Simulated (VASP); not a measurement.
## ZrF2: work function with PBE

The system is ZrF2, a sheet with vacuum.

```
Zr F
1.0
     2.98876    0.00000    0.00000
    -1.49438    2.58834    0.00000
     0.00000    0.00000   29.71320
Zr F
1 2
Cartesian
  0.0000 0.0000 8.0000
  1.4944 0.8628 6.5179
  0.0000 1.7256 9.4821
```

The cell was built by a generator and needn't be a form met in nature.

* Program: VASP 6.6.1
* Task: work function
* Functional: PBE
* Potentials or basis: VASP PAW PBE potentials, release 64 (Zr_sv, F)
* Cutoff: 520 eV
* k mesh: 10 × 10 × 1
* Occupations: gaussian, width 0.05 eV
* Spin: no spin polarisation
* Dipole correction: yes
* Further INCAR settings: ALGO = Normal; EDIFF = 1e-06

```yaml
Largest_force: 0.007 eV/Å
Band_gap_on_the_k_mesh: none (metal or under the smearing width)
Work_function_of_the_upper_face: 4.94 eV
Work_function_of_the_lower_face: 4.94 eV
```

Forces in eV/Å, atoms in the order of the input:
```
Zr   0.000  0.000  0.000
F    0.000  0.000 -0.007
F    0.000  0.000  0.007
```

Levels at points of the mesh, in eV from the Fermi level:
| k point | band 10 | band 11 | band 12 | band 13 | band 14 | band 15 | band 16 | band 17 |
| --- | --- | --- | --- | --- | --- | --- | --- | --- |
| (0.00, 0.00, 0.00) | -6.61 | -6.02 | -6.02 | -1.44 | 0.79 | 0.79 | 2.14 | 3.78 |
| (0.50, 0.00, 0.00) | -6.92 | -6.42 | -6.24 | -2.15 | 2.92 | 3.60 | 3.86 | 5.31 |
| (0.50, 0.50, 0.00) | -6.92 | -6.42 | -6.24 | -2.15 | 2.92 | 3.60 | 3.86 | 5.31 |

Run time: 5.3 min on 1 thread of AMD EPYC 7R43 64-Core Processor (Zen 3) (shared host), peak memory 0.36 GiB.
